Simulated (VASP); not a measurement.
Set up this calculation in VASP 6.6.1, as the native input.

```yaml
Task: single point
Functional: LDA
Potentials_or_basis: VASP PAW LDA potentials, release 64 (Hf_pv, N)
Cutoff: 520 eV
k_mesh: 20 × 20 × 20
Occupations: gaussian, width 0.15 eV
Spin: no spin polarisation
Dipole_correction: no
Further_INCAR_settings: ALGO = Fast; EDIFF = 1e-06; NBANDS = 14
```

The structure of HfN lies in POSCAR:

```
HfN
1.0
    0.0000000000      2.1258003892      2.5509604671
    2.1258003892      0.0000000000      2.5509604671
    2.1258003892      2.1258003892      0.0000000000
Hf N
1 1
Direct
    0.0000000000      0.0000000000      0.0000000000
    0.5000000000      0.5000000000      0.5000000000
```

One way to write it, as run:

INCAR

```
SYSTEM = HfN
  PREC = Accurate
  ENCUT = 520
  EDIFF = 1E-6
  ISMEAR = 0
  SIGMA = 0.15
  LREAL = .False.
  LASPH = .True.
  NELM = 100
  ALGO = Fast
  ISIF = 2
  LWAVE = .False.
  LCHARG = .False.
  NBANDS = 14
```

KPOINTS

```
Automatic mesh
0
Gamma
  20 20 20
  0 0 0
```

Potentials or basis: VASP PAW LDA potentials, release 64 (Hf_pv, N).

The run is started by

```bash
$ cat potpaw_LDA.64/Hf_pv/POTCAR potpaw_LDA.64/N/POTCAR > POTCAR
$ mpirun -np 1 vasp_std > vasp.out
```

Results of the run:

```json
{
 "Pressure": "9.9 GPa",
 "Band gap on the k mesh": "none (metal or under the smearing width)"
}
```

Run time: 96 s on 1 thread of Intel(R) Xeon(R) 6975P-C (Granite Rapids), on a shared host, peak memory 0.32 GiB.
